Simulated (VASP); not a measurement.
These are PBEsol GGA, VASP's PBE PAW potentials (set 64) (plane waves; VASP) values and carry that method's errors.

A VASP calculation is set up with these files.

POSCAR:
```
KTaO3
7.8993880
  0.5000000271   0.0000000000   0.0000000000
  0.0000000000   0.5000000271   0.0000000000
  0.0000000000   0.0000000000   0.5000000271
K Ta O
1 1 3
Direct
  0.0000000000   0.0000000000   0.0000000000
  0.5000000000   0.5000000000   0.5000000000
  0.5000000000   0.0000000000   0.5000000000
  0.0000000000   0.5000000000   0.5000000000
  0.5000000000   0.5000000000   0.0000000000
```

INCAR:
```
ALGO = Normal
EDIFF = 1E-7
ENCUT = 520
GGA = PS
ISIF = 2
ISMEAR = 0
LASPH = .TRUE.
LCHARG = .FALSE.
LMAXMIX = 6
LREAL = .FALSE.
LWAVE = .FALSE.
NELM = 100
PREC = Accurate
SIGMA = 0.05
SYSTEM = KTaO3
```

### KPOINTS
```
Automatic mesh
0
Gamma
6 6 6
0 0 0
```

POTCAR, in this order: K_sv Ta_pv O (PBE.64 set). Program: vasp_std.

Unless said otherwise, spin-orbit coupling is left out, though it shifts the bands of the heavy elements here.

**Question.** Predict the energy per atom (σ→0), pressure, band gap (on the k-mesh).

**Answer.** 
- energy per atom (σ→0) = -8.576 eV/atom
- band gap (on the k-mesh) = 2.14 eV
- pressure = 6.67 GPa

### OSZICAR
```
...
DAV:   8    -0.428850283639E+02    0.62110E-01   -0.28951E-01  1213   0.475E+00    0.115E+00
DAV:   9    -0.428796541282E+02    0.53742E-02   -0.21413E-02  1209   0.109E+00    0.204E-01
DAV:  10    -0.428790991417E+02    0.55499E-03   -0.59519E-03  1273   0.605E-01    0.548E-02
DAV:  11    -0.428791077809E+02   -0.86393E-05   -0.37023E-04  1276   0.160E-01    0.301E-02
DAV:  12    -0.428791257250E+02   -0.17944E-04   -0.33410E-05  1417   0.437E-02    0.875E-03
DAV:  13    -0.428791252237E+02    0.50128E-06   -0.54341E-06  1165   0.157E-02    0.391E-03
DAV:  14    -0.428791251432E+02    0.80516E-07   -0.31642E-07  1083   0.414E-03
   1 F= -.42879125E+02 E0= -.42879125E+02  d E =-.577999E-23
```

The compound is KTaO3 in the cubic perovskite structure. This cell is one point of a volume scan, at 0.97 of the reference volume.
